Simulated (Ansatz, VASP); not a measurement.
## NiO in two plane-wave programs

Wanted: the spread between two codes on one cell, functional and k mesh.

Method: plane waves, with VASP 6.6.1 beside it; band structure at HSE06, in Ansatz 0.2.0.

## Step 1: Starting point

It takes space group Fm-3m (No. 225, cubic). Conventional cell: a = 4.172 Å, b = 4.172 Å, c = 4.172 Å, α = 90.00°, β = 90.00°, γ = 90.00°. Nearest to Ni lie 6 O at 2.09 Å. Nearest to O lie 6 Ni at 2.09 Å. Farther neighbours and most contacts between anions are not listed.

## Step 2: Ansatz: band structure, HSE06

Ansatz runs on its default PAW (the set named soft_2) files.

Levels along a path test the potential and the projectors away from the mesh points.

The input, input.yaml:

```yaml
crystal:
  lattice:
    - [0.0, 2.0859016414, 2.0859016414]
    - [2.0859016414, 0.0, 2.0859016414]
    - [2.0859016414, 2.0859016414, 0.0]
  atoms:
    - { symbol: Ni, position: [0.0, 0.0, 0.0], spin: 1.0 }
    - { symbol: O, position: [0.5, 0.5, 0.5] }
hamiltonian:
  xc: { exchange: pbe, correlation: pbe, exx: { coeff: 0.25, omega: 0.2 } }
  pseudopotentials: { kind: paw }
magnetization:
  spin_polarized: true
kpoints:
  mp_grid: { grid: [6, 6, 6] }
  band_path:
    path:
      - [0.0, 0.0, 0.0]
      - [0.5, 0.0, 0.5]
      - [0.5, 0.2, 0.7]
      - [0.4, 0.35, 0.75]
      - [0.15, 0.15, 0.3]
      - [0.2, 0.2, 0.2]
      - [0.55, 0.4, 0.55]
      - [0.6, 0.25, 0.65]
      - [0.5, 0.25, 0.75]
      - [0.5, 0.5, 0.5]
      - [0.375, 0.375, 0.75]
      - [0.5, 0.0, 0.5]
    npoints: 1
scf:
  occupations: { method: gaussian, width: 0.02 }
  n_extra_bands: 9
output:
  forces: true
  stress: true
  eigenvalues: true
```

Run with:

```bash
> ansatz run input.yaml --threads 4 --pin off --max-ram 9216MiB --backend cpu --events-out ev --progress --plain --runs-dir out
```

Numbers of over 12 decimals in the logs are rounded to 6 here.

What it wrote:

```text
Warning: output.stress: scf.convergence.dr2_threshold = 1e-7 eV (the SCF's general default) is looser than the 2e-10 eV advised for a printed stress (1e-10 eV for each atom of the cell: 2). What an SCF threshold leaves in a stress goes as its square root, and in the free energy as the threshold itself, and one threshold admits the most on a small cell: [figures from the program's tests cut] Set scf.convergence.dr2_threshold to 2e-10 eV or tighter. The threshold is an SCF's pass mark: one that does not reach it within its budget of iterations ends unconverged, or closes short of it on a stop that the run arms, and scf.convergence.dr2_threshold's page says what that costs each kind of run
Warning: output.stress: scf.exx.energy_threshold = 1e-6 eV is looser than the 2e-8 eV advised for a stress under a hybrid functional (1e-8 eV for each atom of the cell: 2). Every SCF of the exchange loop can meet its threshold on dr2 while the loop round them stops early: no threshold on dr2 bounds what that leaves in the stress. Set scf.exx.energy_threshold to 2e-8 eV or tighter. The threshold is the loop's pass mark: a loop that does not reach it within its budget of cycles ends unconverged, and scf.exx.energy_threshold's page has the law
scf.n_extra_bands = 9 over 12 filled bands (N_el = 24.0): the run solves 21 bands
Engine: ansatz 0.2.0, aarch64-unknown-linux-gnu
Pseudopotentials: kind: paw
Pseudopotential: Ni, paw, valence charge 18, recommended cutoff 420 eV (normal), Ni.paw.azcp
Pseudopotential: O, paw, valence charge 6, recommended cutoff 420 eV (normal), O.paw.azcp
Functional definition: unnamed
  parameter a_1 = 0.25
  parameter omega_1 = 0.2/angstrom
  exchange = pbe_x + (-a_1)*pbe_x_sr(omega_1) + a_1*exact_x_sr(omega_1)
  correlation = pbe_c
Crystal: 2 atoms, lattice volume = 18.151 Å³
Basis set: ecut = 420 eV, 339 PW (Γ), exchange–correlation on 40×40×40 points (8 copies of the dense FFT grid, shifted against one another)
Bands: 21, of which v1, the nominal top of the filled ones, is band 12 counted from 1 (11 counted from 0)
Symmetry: 48 space group operations
Space group: Fm-3m (ITA 225), of the structure as read, at distance tolerance 2.6e-5 Å
Magnetic group: BNS 225.116 (UNI 1618), of the structure as read, at distance tolerance 2.6e-5 Å
k-points: 16 of 216
Non-local potential: Ni, projectors of the file, l = 0: 3, l = 1: 2, l = 2: 3, l = 3: 1
Non-local potential: O, projectors of the file, l = 0: 2, l = 1: 2, l = 2: 1
PAW form: soft (Blöchl's): semilocal exchange-correlation on the pseudo side does not see the compensation charge
PAW frozen core: Ni, regenerated for the run's functional, and the local potential with it (the file was generated under x = pbe(κ = 0.804, μ = 0.219515), c = pbe(β = 0.066725))
PAW frozen core: O, regenerated for the run's functional, and the local potential with it (the file was generated under x = pbe(κ = 0.804, μ = 0.219515), c = pbe(β = 0.066725))
PAW one-centre angular grid: Ni, 590 points (default); XC on 96 Gauss nodes
PAW one-centre angular grid: O, 110 points (default); XC on 96 Gauss nodes
Initial density: superposition of atomic densities (chi_scale 0.1, normalization cell, long waves kept (reshape's long-wave potential 0.00 eV rms))
Starting moments: Σ|m| = 1 μB on 1 of 2 sites
Initial wavefunctions: pseudopotential atomic-orbital guess
Functional: x = pbe(κ = 0.804, μ = 0.219515), c = pbe(β = 0.066725), warm-up for x = pbe(κ = 0.804, μ = 0.219515) + 0.25 (exact − pbe) at short range (hse, ω = 0.2 Å⁻¹), c = pbe(β = 0.066725)
SCF iter   1: F=—  HF=-6409.270411 eV  |F-HF|=—  |Δ(HF+E_count)|=         —  Δρ=3.08e-1 (↑1.49e-1 ↓3.08e-1)  dr2=2.83e1  dr2_m=1.35e0  M=0.185 μB ∫|m|=0.191 μB  β_m=0.30  ethr=1.00e-1  ⟨swp⟩=6.2  Hψ=2203  notcnv=0
preconditioner: auto → none  [metal: Δε(μ)=0.014 eV  Ē_g=22.708 eV  σ=0.020 eV  W_gap=0.34  n_scr=8 (ndim 8)  ℏωp=34.9 eV  f_vac=0.000  D(μ)=5.09/eV (n_scr^D=112)  sad-step TF]
iter 2 solved again at ethr=1.76e-3 eV; its pass at ethr=1.00e-1 eV (dr2=4.23e-1 eV) is discarded
SCF iter   2: F=—  HF=-6405.829611 eV  |F-HF|=—  |Δ(HF+E_count)|=    3.44e0  Δρ=6.69e-2 (↑6.69e-2 ↓5.43e-2)  dr2=4.43e-1  dr2_m=1.86e-1  M=0.432 μB ∫|m|=0.433 μB  β_m=0.30  ethr=1.76e-3  ⟨swp⟩=3.6  Hψ=2858  notcnv=0  defer=12
SCF iter   3: F=—  HF=-6405.610788 eV  |F-HF|=—  |Δ(HF+E_count)|=   2.19e-1  Δρ=5.70e-2 (↑4.51e-2 ↓5.70e-2)  dr2=2.15e-1  dr2_m=3.09e-1  M=0.222 μB ∫|m|=0.245 μB  β_m=0.30  ethr=1.76e-3  ⟨swp⟩=3.4  Hψ=1534  notcnv=0  defer=1
SCF iter   4: F=—  HF=-6405.554144 eV  |F-HF|=—  |Δ(HF+E_count)|=   5.66e-2  Δρ=3.15e-2 (↑3.15e-2 ↓3.06e-2)  dr2=1.23e-3  dr2_m=1.59e-1  M=0.222 μB ∫|m|=0.236 μB  β_m=0.30  ethr=8.96e-4  ⟨swp⟩=3.1  Hψ=1554  notcnv=0  defer=1
SCF iter   5: F=—  HF=-6405.572017 eV  |F-HF|=—  |Δ(HF+E_count)|=   1.79e-2  Δρ=2.81e-2 (↑2.81e-2 ↓1.76e-2)  dr2=1.55e-2  dr2_m=8.52e-2  M=0.222 μB ∫|m|=0.230 μB  β_m=0.30  ethr=5.14e-6  ⟨swp⟩=4.1  Hψ=1970  notcnv=0  defer=1
SCF iter   6: F=—  HF=-6405.573861 eV  |F-HF|=—  |Δ(HF+E_count)|=   1.84e-3  Δρ=1.72e-2 (↑1.58e-2 ↓1.72e-2)  dr2=7.94e-4  dr2_m=4.52e-2  M=0.222 μB ∫|m|=0.227 μB  β_m=0.30  ethr=5.14e-6  ⟨swp⟩=3.6  Hψ=1918  notcnv=0
[...]
SCF iter   5: F=—  HF=-6405.201438 eV  |F-HF|=—  |Δ(HF+E_count)|=   1.60e-6  Δρ=4.60e-5 (↑2.17e-5 ↓4.60e-5)  dr2=1.56e-7  dr2_m=1.86e-7  M=2.000 μB ∫|m|=2.031 μB  β_m=0.71  ethr=9.68e-12  ⟨swp⟩=4.3  Hψ=2008  notcnv=0
SCF iter   6: F=—  HF=-6405.201438 eV  |F-HF|=—  |Δ(HF+E_count)|=   9.77e-9  Δρ=1.31e-6 (↑8.91e-7 ↓1.31e-6)  dr2=3.20e-8  dr2_m=1.15e-10  M=2.000 μB ∫|m|=2.031 μB  β_m=0.85  ethr=9.68e-12  ⟨swp⟩=3.9  Hψ=1558  notcnv=0
Mixer restart at iter 6: flushing history
SCF iter   7: F=—  HF=-6405.201438 eV  |F-HF|=—  |Δ(HF+E_count)|=   1.38e-7  Δρ=1.42e-5 (↑7.05e-6 ↓1.42e-5)  dr2=1.43e-8  dr2_m=1.80e-8  M=2.000 μB ∫|m|=2.031 μB  β_m=0.85  ethr=1.20e-12 (applied; sched 1.00e-12)  ⟨swp⟩=4.8  Hψ=1712  notcnv=0
SCF iter   8: F=—  HF=-6405.201438 eV  |F-HF|=—  |Δ(HF+E_count)|=   1.97e-8  Δρ=1.07e-5 (↑1.07e-5 ↓4.60e-6)  dr2=2.45e-8  dr2_m=2.95e-9  M=2.000 μB ∫|m|=2.031 μB  β_m=0.77  ethr=1.32e-12 (applied; sched 1.00e-12)  ⟨swp⟩=4.5  Hψ=1808  notcnv=0
SCF iter   9: F=—  HF=-6405.201438 eV  |F-HF|=—  |Δ(HF+E_count)|=   1.17e-9  Δρ=9.99e-6 (↑2.93e-6 ↓9.99e-6)  dr2=1.81e-8  dr2_m=3.55e-9  M=2.000 μB ∫|m|=2.031 μB  β_m=0.68  ethr=1.28e-12 (applied; sched 1.00e-12)  ⟨swp⟩=4.3  Hψ=1793  notcnv=0
SCF iter  10: F=-6405.201438 eV  HF=-6405.201438 eV  |F-HF|=4.97e-10  |Δ(HF+E_count)|=   4.62e-9  Δρ=1.54e-6 (↑5.71e-7 ↓1.54e-6)  dr2=5.44e-10  dr2_m=6.25e-11  M=2.000 μB ∫|m|=2.031 μB  ethr=1.19e-12 (applied; sched 1.00e-12)  ⟨swp⟩=4.0  Hψ=1644  notcnv=0
SCF 7 converged in 10 iterations: F = -6405.201438 eV  dr2 = 5.44e-10
  Residual-converged pass: ⟨swp⟩=1.6  Hψ=730  notcnv=0  max |occ|·‖R‖ = 1.1e-6 eV (tolerance 1.2e-6 eV)  dr2=5.45e-10  dr2_m=6.26e-11  dr2_onsite=7.49e-11  max |Δocc| = 0.0e0
hybrid outer 6: dexx = +1.006e-5 eV, tail = 1.11e-7 eV, magnetization grown 1.0195 times (not accepted), Δε = 1.02e-2 eV (about 1.49e-3 eV left of the loop's levels)
Exchange kernel: α = 0.2500, screened, ω = 0.2000 Å⁻¹, Wigner–Seitz truncation, v(0) = 1117.3521 eV·Å³, q-mesh 6×6×6, nearest image of the exchange supercell L = 17.70 Å, pair-density grid 12×12×12, without the augmentation charges, whose exchange is taken in its separable form by FFT convolution over the k-point mesh (sized by the pseudopotential files, 18×18×18 at the most), smooth part of the exact exchange by density-matrix convolution
Frozen-core exchange: fock
SCF iter   1: F=—  HF=-6405.201438 eV  |F-HF|=—  |Δ(HF+E_count)|=         —  Δρ=2.54e-6 (↑9.55e-7 ↓2.54e-6)  dr2=5.79e-10  dr2_m=3.80e-10  M=2.000 μB ∫|m|=2.031 μB  β_m=0.30  ethr=6.60e-10  ⟨swp⟩=4.0  Hψ=1618  notcnv=0
preconditioner: auto → none  [insulator: Δε(μ)=3.054 eV  Ē_g=25.012 eV  σ=0.020 eV  W_gap=1.00  n_scr=8 (ndim 8)  ℏωp=34.9 eV  f_vac=0.000  D(μ)=0.00/eV (n_scr^D=0)]
SCF iter   2: F=-6405.201438 eV  HF=-6405.201438 eV  |F-HF|=1.83e-10  |Δ(HF+E_count)|=  5.69e-10  Δρ=1.15e-6 (↑9.52e-7 ↓1.15e-6)  dr2=4.83e-11  dr2_m=1.64e-10  M=2.000 μB ∫|m|=2.031 μB  ethr=2.35e-12  ⟨swp⟩=3.7  Hψ=1437  notcnv=0
SCF 8 converged in 2 iterations: F = -6405.201438 eV  dr2 = 4.83e-11
  Residual-converged pass: ⟨swp⟩=2.1  Hψ=985  notcnv=0  max |occ|·‖R‖ = 1.1e-6 eV (tolerance 1.2e-6 eV)  dr2=4.83e-11  dr2_m=1.64e-10  dr2_onsite=3.31e-11  max |Δocc| = 0.0e0
hybrid outer 7: dexx = +4.035e-10 eV, tail = 1.82e-9 eV, Δε = 1.13e-4 eV (about 1.05e-4 eV left of the loop's levels), ΔF = 8.41e-30 eV/Å (tail 5.61e-30)
at 4 of the mixer's solves, all of them in the SCFs whose states led to this one, it left a direction of its history that read negative out of its fit and stepped the other way along it
NSCF: frozen V_eff on 12 k-points
this state was not tested for a lower state beside it, because the functional holds exact exchange (a hybrid, or Hartree-Fock), whose exchange loop this test does not read (fock_operator); the stability check (scf.self_checks: high) cannot read this state: a pseudopotential is PAW: the check reads norm-conserving sets alone
hybrid SCF converged: 7 outer / 58 inner (+100 warm-up), last move |dexx| = 4.03e-10 eV, tail = 1.82e-9 eV
Magnetization: 2.0000 μB (13.0000 up, 11.0000 down)
Absolute magnetization: 2.0289 μB (∫|ρ↑−ρ↓|, with the PAW one-centre terms)
Spin contamination: 0.0030 ħ² per cell (⟨S²⟩ above its minimum at these occupations)
Per-site moments (μB) at R_I (Å): [(1.725434, 0.860434), (0.239469, 0.860434)]
Free energy (F): -6405.201438 eV
Frozen-core exchange: fock
Harris-Foulkes:  -6405.201438 eV  (|F-HF|=1.83e-10)
Internal energy: -6405.201438 eV  (E = F + TS)
E sigma→0 (E₀):  -6405.201438 eV
Fermi energy:    14.507288 eV
--- Per-component energies (eV) ---
  E_band       = -405.397777
  E_kinetic    = 451.347475
  E_local      = -3989.948064  (includes V_loc(G=0)·N_el)
  E_nonlocal   = 693.996934
  E_hartree    = 1643.285596
  E_xc         = -125.175511
  E_vxc        = -159.161620  (∫ρ·V_xc dr)
  E_exx        = -117.580692  (= α·E_x^exact, valence–valence)
  E_paw        = -1706.088476  (= ΣΔE_a)
  E_vpaw       = -453.045618  (= ΣTr[D̂ρ^β])
  E_aug_tail   = 0.003184  (compensation charges beyond the density's cutoff)
  E_ewald      = -3254.798910
  E_core_change = -0.242975  (= ΣΔE_core)
  E_smearing   = -0.000000  (= −TS)
  E_closure    = -0.000000  (closes the sum)
  Σ components = -6405.201438   (vs F -6405.201438, Δ=9.09e-13)
--- Forces (eV/Å), atoms counted from 1 ---
  atom   1  Ni    -0.00000000     0.00000000    -0.00000000
  atom   2  O      0.00000000    -0.00000000    -0.00000000
  max |Σ_I F_I| component: 1.93e-29 eV/Å
--- Stress (GPa, compression-positive) ---
        3.337240      -0.000000      -0.000000
       -0.000000       3.337240      -0.000000
        0.000000      -0.000000       3.337240
  P = ⅓ Tr σ = 3.3372 GPa (33.372 kbar)
--- Band table (eV; the first three rows and the last of 32) ---
  k-point 0 ↑: bands = [... 8 lower, 8.8950, 8.8950, 10.5694, 10.5694, 10.5694, 16.6110, 32.9404, 34.0736, ... 5 higher]
  k-point 1 ↑: bands = [... 8 lower, 8.9877, 8.9877, 10.0413, 11.3953, 11.3953, 18.2784, 29.1974, 33.0100, ... 5 higher]
  k-point 2 ↑: bands = [... 8 lower, 9.3167, 9.3167, 10.2094, 12.5143, 12.5143, 20.3076, 26.2924, 30.4411, ... 5 higher]
  k-point 15 ↓: bands = [... 8 lower, 10.8304, 11.1357, 11.2138, 17.0745, 17.6136, 23.7148, 26.5375, 26.6462, ... 5 higher]
```

Run time: 31 s. Hardware: 4 threads of Arm Neoverse V2, shared host; peak memory 0.7 GiB.

(Continued in part 2 of 2.)

[Lines on the potential files, build, host, timing and source positions are cut from VASP's logs without a mark.]

[Logs are printed without paths, hosts, clocks, repeated set-up lines and the standing remarks that a program may print on its own settings, such as how far it seeks lower states.]

[Hosts, paths, dates, database ids (printed as entryN), source tags and the programs' standing remarks are cut or masked in the printed files.]
